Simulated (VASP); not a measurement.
Given:

```xyz
1
Lattice="0.0000 2.4672 2.4672 2.4672 0.0000 2.4672 2.4672 2.4672 0.0000" Properties=species:S:1:pos:R:3 pbc="T T T"
Pb     0.0000     0.0000     0.0000
```

These are vdW-DF-cx, VASP's PBE PAW potentials (set 64) (plane waves; VASP) values and carry that method's errors. Run with 520 eV cut-off, 14×14×14 Γ-centred mesh, tetrahedra with Blöchl corrections, potentials Pb_d.

Unless said otherwise, spin-orbit coupling is left out, though it shifts the bands of the heavy elements here.

Task: Tabulate the total density of states (states/eV per cell) against energy (eV; zero at the valence-band maximum or, without a gap, the Fermi level).

Result: 
```
E (eV) | DOS (states/eV)
    -9.98 | ######### 0.28
    -9.74 | ######### 0.30
    -9.50 | ########## 0.33
    -9.26 | ########### 0.36
    -9.02 | ############ 0.39
    -8.90 | ############# 0.41
    -8.66 | ############## 0.46
    -8.42 | ################# 0.54
    -8.18 | ##################### 0.68
    -7.94 | ##################### 0.69
    -7.70 | #################### 0.64
    -7.46 | ################### 0.62
    -7.22 | #################### 0.64
    -6.98 | ###################### 0.71
    -6.74 | ### 0.10
    -6.62 |  0.00
    -6.38 |  0.00
    -6.14 |  0.00
    -5.90 |  0.00
    -5.66 |  0.00
    -5.42 |  0.00
    -5.18 |  0.00
    -4.94 |  0.00
    -4.70 |  0.00
    -4.46 |  0.00
    -4.34 |  0.00
    -4.10 | ## 0.07
    -3.86 | ##### 0.15
    -3.62 | ####### 0.22
    -3.38 | ######## 0.27
    -3.14 | ############ 0.38
    -2.90 | ################ 0.50
    -2.66 | ###################### 0.70
    -2.42 | ############################## 0.96
    -2.18 | ############################ 0.89
    -2.06 | ########################### 0.86
    -1.82 | ################ 0.53
    -1.58 | ########### 0.36
    -1.34 | ########### 0.36
    -1.10 | ############### 0.47
    -0.86 | ################ 0.51
    -0.62 | ################# 0.53
    -0.38 | ############### 0.50
    -0.14 | ################ 0.50
     0.10 | ################ 0.51
     0.22 | ################ 0.51
     0.46 | ################ 0.53
     0.70 | ################# 0.54
     0.94 | ################## 0.59
     1.18 | ################### 0.60
     1.42 | #################### 0.66
     1.66 | ###################### 0.72
     1.90 | ######################## 0.77
     2.14 | ######################### 0.80
     2.38 | ######################## 0.78
     2.50 | ######################## 0.78
     2.74 | ####################### 0.74
     2.98 | ####################### 0.73
     3.22 | ###################### 0.71
     3.46 | ##################### 0.68
```
Within 2 eV below the Fermi level the largest weight inside VASP's projection spheres is Pb p, then Pb s.

The compound is Pb in the fcc structure. It was relaxed first.
